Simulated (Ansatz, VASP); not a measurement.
# Two plane-wave programs on Cu2Rh

```
Cu Rh
1.0
    -1.36359    1.36359    5.15596
     1.36359   -1.36359    5.15596
     1.36359    1.36359   -5.15596
Cu Rh
2 1
Cartesian
  0.0000 0.0000 6.9278
  0.0000 0.0000 3.3842
  0.0000 0.0000 0.0000
```

Alike in both runs: functional PBE; k mesh 6 × 6 × 6; occupations gaussian, width 0.1 eV; no spin polarisation.

Ansatz relaxed the structure, and its values are those at the end. VASP's run is a single point on that final structure, the one shown.

```csv
,VASP,Ansatz
version,VASP 6.6.1,Ansatz 0.2.0
potentials or method,"VASP PAW PBE potentials, release 64 (Cu, Rh_pv)","scalar-relativistic, plane waves, PAW"
plane-wave cutoff (eV),520,420
valence electrons in the cell,37,55
```

|  | VASP | Ansatz | Ansatz less VASP |
| --- | --- | --- | --- |
| gap on the k mesh at the Fermi level (eV) | none | none | - |
| pressure (GPa) | 0.1 | -0.2 | -0.28 |
| rms of the force components (eV/Å) | 0.020 | 0.018 | -0.0016 |

A gap of «none» marks a metal or a gap that the smearing closes. With one functional, cell and mesh, what is left measures potentials, basis and numerics. The two sets of potentials don't hold the same shells in valence.

Caveats: the k mesh is coarse (spacing up to 0.54 Å⁻¹), so the values aren't converged.
